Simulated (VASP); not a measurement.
An input for Quantum ESPRESSO's pw.x (written as the equivalent of a VASP run, and not itself run):

```
&CONTROL
  calculation = 'vc-relax'
  pseudo_dir = './pseudo'
  outdir = './out'
  tprnfor = .true.
  tstress = .true.
  nstep = 60
  forc_conv_thr = 0.00039
/
&SYSTEM
  ibrav = 0
  nat = 2
  ntyp = 2
  ecutwfc = 98
  occupations = 'smearing'
  smearing = 'methfessel-paxton'
  degauss = 0.00735
  input_dft = 'pz'
/
&ELECTRONS
  conv_thr = 7.3e-08
  electron_maxstep = 100
/
&IONS
/
&CELL
/
ATOMIC_SPECIES
  Al 26.982 Al.upf
  Ni 58.693 Ni.upf
CELL_PARAMETERS angstrom
     2.8597100    0.0000000    0.0000000
     0.0000000    2.8597100    0.0000000
     0.0000000    0.0000000    2.8597100
ATOMIC_POSITIONS crystal
  Al   0.5000000  0.5000000  0.5000000
  Ni   0.0000000  0.0000000  0.0000000
K_POINTS automatic
  11 11 11 0 0 0
```

Task: Translate this input to VASP (INCAR, KPOINTS, POSCAR, choice of POTCAR).

Result: Several could match; the one computed here: 
INCAR:
```
SYSTEM = AlNi
EDIFF = 1E-6
LASPH = .TRUE.
ALGO = Normal   # blocked Davidson
LCHARG = .FALSE.
EDIFFG = -0.01   # ionic stop
LREAL = .FALSE.   # projection in real space or not
ENCUT = 400   # plane-wave cut-off (eV)
LMAXMIX = 4   # l cut-off of mixed one-centre charges
ISMEAR = 1
ISIF = 3   # ions, shape and volume
NELM = 100   # most electronic steps
PREC = Accurate
NSW = 60
LWAVE = .FALSE.
IBRION = 2   # conjugate gradients
SIGMA = 0.1
```

### POSCAR
```
AlNi
1
    2.8597100000     0.0000000000     0.0000000000
    0.0000000000     2.8597100000     0.0000000000
    0.0000000000     0.0000000000     2.8597100000
Al Ni
1 1
Direct
  0.5000000000   0.5000000000   0.5000000000
  0.0000000000   0.0000000000   0.0000000000
```

File KPOINTS:
```
Automatic mesh
0
Gamma
11 11 11
0 0 0
```

POTCAR, in this order: Al Ni (LDA.64 set). Program: vasp_std.

Limits of the translation: the potentials are each code's own (VASP's PAW set, PseudoDojo norm-conserving files in pw.x), so ENCUT and ecutwfc are chosen apart and not converted; conv_thr bounds pw.x's estimated SCF error, while EDIFF bounds the energy change between steps; forc_conv_thr acts on force components and is met together with etot_conv_thr.

The structure comes from a computed database's AlNi entry (Pm-3m); how it stands against other phases isn't given here. This run relaxes it. Symmetry was kept, so distortions that lower it aren't found.
